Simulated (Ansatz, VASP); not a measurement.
# Ge3H2: VASP beside Ansatz

Aim: how closely do two programs agree when they are given the same cell, functional and k mesh? The cell is taken from a series of runs on this material, whose earlier steps may have relaxed, scaled, displaced or heated it; both programs get it as it stands.

Method: plane waves, with VASP 6.6.1 beside it; single point at PBEsol, spin-orbit coupling, in Ansatz 0.2.0.

**1. The starting structure**

The cell holds 10 atoms: 6 Ge and 4 H. Its edges and angles: a = 4.001 Å, b = 4.001 Å, c = 40.900 Å, α = 90.0°, β = 90.0°, γ = 90.0°. It derives from Ge. Vacuum lies along c.

**2. Ansatz: single point, PBEsol, spin-orbit coupling**

Ansatz runs on its PAW fully relativistic soft_1 files.

With cell and atoms fixed, the geometry can't cause a difference; cores, projectors, grids and the points listed under the comparison can.

The input, input.yaml:

```yaml
crystal:
  lattice:
    - [4.000810168, 0.0, 0.0]
    - [0.0, 4.000810168, 0.0]
    - [0.0, 0.0, 40.9]
  atoms:
    - { symbol: Ge, position: [0.0, 0.0, 0.4145041063] }
    - { symbol: Ge, position: [0.5, 0.0, 0.4482977143] }
    - { symbol: Ge, position: [0.5, 0.5, 0.4827847424] }
    - { symbol: Ge, position: [0.0, 0.5, 0.5172152576] }
    - { symbol: Ge, position: [0.0, 0.0, 0.5517022857] }
    - { symbol: Ge, position: [0.5, 0.0, 0.5854958937] }
    - { symbol: H, position: [0.0, 0.6953362577, 0.3916264296] }
    - { symbol: H, position: [1.0, 0.3046637423, 0.3916264296] }
    - { symbol: H, position: [0.5, 0.6953362577, 0.6083735704] }
    - { symbol: H, position: [0.5, 0.3046637423, 0.6083735704] }
  periodic: [true, true, false]
kpoints:
  mp_grid: { grid: [6, 6, 1] }
  band_path:
    path: [[0.0, 0.0, 0.0], [0.5, 0.0, 0.0], [0.5, 0.5, 0.0], [0.0, 0.5, 0.0]]
    npoints: 1
hamiltonian:
  xc: pbesol
  pseudopotentials: { kind: paw_fr, azcp: { folder: soft_1 }, xc_functional: pbe }
scf:
  occupations: { method: fermi_dirac, width: 0.02 }
  n_extra_bands: 14
magnetization:
  noncollinear: true
  spin_orbit: true
output:
  eigenvalues: true
```

Launch:

```bash
> ansatz run input.yaml --threads 3 --pin off --max-ram 92160MiB --backend cuda --events-out ev --progress --plain --runs-dir out --devices 1 --max-vram 13GiB
```

Numbers of over 12 decimals in the logs are rounded to 6 here.

Output:

```text
scf.n_extra_bands = 14 over 88 filled bands (N_el = 88.0): the run solves 102 bands
GPUs: using 1 of 1 available (devices: 1).
Engine: ansatz 0.2.0, x86_64-unknown-linux-gnu
Pseudopotentials: kind: paw_fr
Pseudopotential: Ge, paw, valence charge 14, recommended cutoff 420 eV (normal), soft_1/Ge.paw.azcp
Pseudopotential: H, paw, valence charge 1, recommended cutoff 420 eV (normal), soft_1/H.paw.azcp
Functional definition: PBEsol
  exchange = pbesol_x
  correlation = pbesol_c
non-collinear run that drives no moment, with spin-orbit: no starting moment large enough to seed its density (crystal.atoms[].spin), no starting occupations that ask for one, no magnetisation constraint and no magnetic field, so the semilocal B_xc is pinned to zero
device memory: the entry about to start is reckoned to put 9.3 GiB on a device that reports 44.0 GiB free (of which the cap on the GPU budget leaves the run 13.0 GiB)
GPU FFT provider: cuFFT
GPU libraries: cuBLAS 13.8.2, cuFFT 12.4.0, cuSOLVER 12.3.4
Crystal: 10 atoms, lattice volume = 654.665 Å³
Basis set: ecut = 420 eV, 12809 PW (Γ)
Bands: 102, of which v1, the nominal top of the filled ones, is band 88 counted from 1 (87 counted from 0)
Symmetry: 8 space group operations + 8 with time reversal
Magnetic group: BNS 51.290 (UNI 388), of the structure as read, at distance tolerance 8.7e-5 Å
k-points: 16 of 36
Projection manifold: j_resolved (fully-relativistic pseudo-atomic orbitals)
Non-local potential: Ge, projectors of the file, resolved by j, l = 0: 2, l = 1: 4, l = 2: 6, l = 3: 2
Non-local potential: H, projectors of the file, resolved by j, l = 0: 2, l = 1: 2
PAW form: soft (Blöchl's): semilocal exchange-correlation on the pseudo side does not see the compensation charge
PAW frozen core: Ge, regenerated for the run's functional, and the local potential with it (the file was generated under x = pbe(κ = 0.804, μ = 0.219515), c = pbe(β = 0.066725))
PAW one-centre angular grid: Ge, 590 points (default); XC on 64 Gauss nodes
PAW one-centre angular grid: H, 110 points (default); XC on 64 Gauss nodes
Initial density: superposition of atomic densities (neutral atoms: chi_scale 0, normalization atom)
Initial wavefunctions: pseudopotential atomic-orbital guess
GPU buffer pool allocated for 209952 grid points (all kernels)
GPU transforms: local potential and band sums: pruned to the plane-wave sphere, on 27×27×288
Functional: x = pbesol(κ = 0.804, μ = 0.123457), c = pbesol(β = 0.046)
SCF iter   1: F=—  HF=-25583.930468 eV  |F-HF|=—  |Δ(HF+E_count)|=         —  Δρ=2.63e-2  dr2=3.85e0  dr2_m=0.00e0 (ungated)  ethr=3.10e-3  |M|=0.00e0 ∫|m|=0.00e0 μB  |m|>n=0.0e0 m-floor=0.0e0 τ_xc=0.0e0  β_m=0.30  ⟨swp⟩=9.2  Hψ=4312  notcnv=0
preconditioner: auto → Resta (q_TF=auto, 1.953 Å⁻¹)  ε∞=1.4  [insulator: Δε(μ)=1.252 eV  Ē_g=21.344 eV  σ=0.020 eV  W_gap=1.00  n_scr=84 (ndim 8)  ℏωp=13.6 eV  f_vac=0.717  D(μ)=0.00/eV (n_scr^D=0)  ε∞_Penn≈1.4  vacuum switching on, ρ_ref=3.3e-2 e/Å³]
spin=Noncollinear: Resta preconditioning applied to the charge; magnetization (m_x, m_y, m_z) channels mix plain (no charge-response kernel on spin).
SCF iter   2: F=—  HF=-25583.291964 eV  |F-HF|=—  |Δ(HF+E_count)|=   6.39e-1  Δρ=1.71e-2  dr2=1.66e0  dr2_m=0.00e0 (ungated)  ethr=3.10e-3  |M|=0.00e0 ∫|m|=0.00e0 μB  |m|>n=0.0e0 m-floor=0.0e0 τ_xc=0.0e0  β_m=0.57  ⟨swp⟩=1.9  Hψ=989  notcnv=0  defer=104
SCF iter   3: F=—  HF=-25583.044821 eV  |F-HF|=—  |Δ(HF+E_count)|=   2.47e-1  Δρ=4.44e-3  dr2=1.14e0  dr2_m=0.00e0 (ungated)  ethr=1.89e-3  |M|=0.00e0 ∫|m|=0.00e0 μB  |m|>n=0.0e0 m-floor=0.0e0 τ_xc=0.0e0  β_m=0.42  ⟨swp⟩=4.2  Hψ=1199  notcnv=0  defer=124
SCF iter   4: F=—  HF=-25582.856466 eV  |F-HF|=—  |Δ(HF+E_count)|=   1.88e-1  Δρ=1.52e-3  dr2=9.54e-3  dr2_m=0.00e0 (ungated)  ethr=1.30e-3  |M|=0.00e0 ∫|m|=0.00e0 μB  |m|>n=0.0e0 m-floor=0.0e0 τ_xc=0.0e0  β_m=0.52  ⟨swp⟩=3.3  Hψ=1219  notcnv=0  defer=120
SCF iter   5: F=—  HF=-25582.855433 eV  |F-HF|=—  |Δ(HF+E_count)|=   1.03e-3  Δρ=5.14e-4  dr2=7.91e-4  dr2_m=0.00e0 (ungated)  ethr=1.08e-5  |M|=0.00e0 ∫|m|=0.00e0 μB  |m|>n=0.0e0 m-floor=0.0e0 τ_xc=0.0e0  β_m=0.63  ⟨swp⟩=3.2  Hψ=1259  notcnv=0  defer=120
SCF iter   6: F=—  HF=-25582.855728 eV  |F-HF|=—  |Δ(HF+E_count)|=   2.95e-4  Δρ=8.64e-5  dr2=3.05e-5  dr2_m=0.00e0 (ungated)  ethr=8.99e-7  |M|=0.00e0 ∫|m|=0.00e0 μB  |m|>n=0.0e0 m-floor=0.0e0 τ_xc=0.0e0  β_m=0.62  ⟨swp⟩=2.9  Hψ=1527  notcnv=0  defer=120
SCF iter   7: F=—  HF=-25582.855929 eV  |F-HF|=—  |Δ(HF+E_count)|=   2.00e-4  Δρ=2.24e-5  dr2=2.73e-6  dr2_m=0.00e0 (ungated)  ethr=3.46e-8  |M|=0.00e0 ∫|m|=0.00e0 μB  |m|>n=0.0e0 m-floor=0.0e0 τ_xc=0.0e0  β_m=0.62  ⟨swp⟩=2.8  Hψ=1556  notcnv=0  defer=120
SCF iter   8: F=—  HF=-25582.855929 eV  |F-HF|=—  |Δ(HF+E_count)|=   9.29e-7  Δρ=7.29e-6  dr2=2.90e-7  dr2_m=0.00e0 (ungated)  ethr=3.10e-9  |M|=0.00e0 ∫|m|=0.00e0 μB  |m|>n=0.0e0 m-floor=0.0e0 τ_xc=0.0e0  β_m=0.68  ⟨swp⟩=3.0  Hψ=1606  notcnv=0  defer=120
SCF iter   9: F=-25582.855930 eV  HF=-25582.855930 eV  |F-HF|=8.15e-10  |Δ(HF+E_count)|=   2.24e-7  Δρ=1.50e-6  dr2=1.53e-8  dr2_m=0.00e0 (ungated)  ethr=1.14e-10  |M|=0.00e0 ∫|m|=0.00e0 μB  |m|>n=0.0e0 m-floor=0.0e0 τ_xc=0.0e0  ⟨swp⟩=18.2  Hψ=4075  notcnv=0
SCF 1 converged in 9 iterations: F = -25582.855930 eV  dr2 = 1.53e-8
  greatest PAW one-centre occupation: 0.998 electrons in one spin orbital (limit 2), on the Ge atom at site 0 (counted from 0), in its partial waves of l = 2
concurrent solve slots: 2 of 3 are kept, ahead of what memory takes: no pass of the eigensolver takes more rounds on 2
device memory: the entry about to start is reckoned to put 3.9 GiB on a device that reports 53.6 GiB free (of which the cap on the GPU budget leaves the run 13.0 GiB)
NSCF: frozen V_eff on 4 k-points
SCF converged after 9 iterations
Magnetization: |M| = 0.0000 μB,  M = (+0.0000, +0.0000, +0.0000) μB
Absolute magnetization: 0.0000 μB (∫|m|)
  site 0: m = (+0.0000, +0.0000, +0.0000) μB, |m| = 0.0000 μB  (R = 0.63 Å)
  site 1: m = (+0.0000, +0.0000, +0.0000) μB, |m| = 0.0000 μB  (R = 1.00 Å)
  site 2: m = (+0.0000, +0.0000, +0.0000) μB, |m| = 0.0000 μB  (R = 1.01 Å)
  site 3: m = (+0.0000, +0.0000, +0.0000) μB, |m| = 0.0000 μB  (R = 1.01 Å)
  site 4: m = (+0.0000, +0.0000, +0.0000) μB, |m| = 0.0000 μB  (R = 1.00 Å)
  site 5: m = (+0.0000, +0.0000, +0.0000) μB, |m| = 0.0000 μB  (R = 0.63 Å)
  site 6: m = (+0.0000, +0.0000, +0.0000) μB, |m| = 0.0000 μB  (R = 0.63 Å)
  site 7: m = (+0.0000, +0.0000, +0.0000) μB, |m| = 0.0000 μB  (R = 0.63 Å)
  site 8: m = (+0.0000, +0.0000, +0.0000) μB, |m| = 0.0000 μB  (R = 0.63 Å)
  site 9: m = (+0.0000, +0.0000, +0.0000) μB, |m| = 0.0000 μB  (R = 0.63 Å)
Free energy (F): -25582.855930 eV
Harris-Foulkes:  -25582.855930 eV  (|F-HF|=8.15e-10)
Internal energy: -25582.855930 eV  (E = F + TS)
E sigma→0 (E₀):  -25582.855930 eV
Fermi energy:    -4.096950 eV
--- Per-component energies (eV) ---
  E_band       = -1997.618795
  E_kinetic    = 610.560259
  E_local      = -332816.675097  (includes V_loc(G=0)·N_el)
  E_nonlocal   = 1323.897877
  E_hartree    = 165540.397321
  E_xc         = -460.353557
  E_vxc        = -434.995431  (∫ρ·V_xc dr)
  E_paw        = -11842.440574  (= ΣΔE_a)
  E_vpaw       = -1761.178978  (= ΣTr[D̂ρ^β])
  E_aug_tail   = -0.003595  (compensation charges beyond the density's cutoff)
  E_ewald      = 152056.235533
  E_core_change = 5.525904  (= ΣΔE_core)
  E_smearing   = -0.000000  (= −TS)
  E_closure    = -0.000000  (closes the sum)
  Σ components = -25582.855930   (vs F -25582.855930, Δ=0.00e0)
--- Band table (eV; the first three rows and the last of 16) ---
  k-point 0: bands = [... 84 lower, -4.8269, -4.8269, -4.6772, -4.6772, -3.5164, -3.5164, -3.2575, -3.2575, ... 10 higher]
  k-point 1: bands = [... 84 lower, -5.2735, -5.2735, -4.7896, -4.7896, -3.0311, -3.0311, -2.8165, -2.8165, ... 10 higher]
  k-point 2: bands = [... 84 lower, -5.6055, -5.6055, -5.0227, -5.0227, -3.0913, -3.0913, -2.9280, -2.9280, ... 10 higher]
  k-point 15: bands = [... 84 lower, -7.2659, -7.2659, -7.2659, -7.2659, -2.8029, -2.8029, -2.8029, -2.8029, ... 10 higher]
  ° read free of the cell's end (the report's vacuum.weakly_bound_levels)
```

(Continued in part 2 of 2.)

[Lines on the potential files, build, host, timing and source positions are cut from VASP's logs without a mark.]

[Logs are printed without paths, hosts, clocks, repeated set-up lines and the standing remarks that a program may print on its own settings, such as how far it seeks lower states.]

[Hosts, paths, dates, database ids (printed as entryN), source tags and the programs' standing remarks are cut or masked in the printed files.]
